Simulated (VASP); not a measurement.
```xyz
2
Lattice="0.0000 2.7703 2.7703 2.7703 0.0000 2.7703 2.7703 2.7703 0.0000" Properties=species:S:1:pos:R:3 pbc="T T T"
Co     0.0000     0.0000     0.0000
Al     1.3851     1.3851     1.3851
```
Starting moments (μB, in the order of the record's atoms Co Al): 1.8 0.0.

These are r2SCAN meta-GGA, VASP's PBE PAW potentials (set 64) (plane waves; VASP) values and carry that method's errors. Settings: 400 eV cut-off, 13×13×13 Γ-centred mesh, tetrahedra with Blöchl corrections, potentials Co Al.

Q: What does the run give for the cell moment, energy per atom (σ→0), band gap (over mesh and band path) with the smallest direct gap where there is one?

A: 
```yaml
band gap (over mesh and band path): none (metal, semimetal or under 0.01 eV)
cell_moment: 1.62 μB
energy per atom (σ→0): -8.833 eV/atom
```

Q: Give the moment on each site (PAW-sphere projection).

A: 
| site | moment (μB) |
|---|---|
| Co1 | 1.75 |
| Al2 | -0.05 |

The absolute energy has meaning only against runs of the same code, potentials and settings.

The structure was generated: CoAl was put into the zinc blende type (F-43m), which need not be its known phase. It was relaxed first, which changed the volume by -8 %.
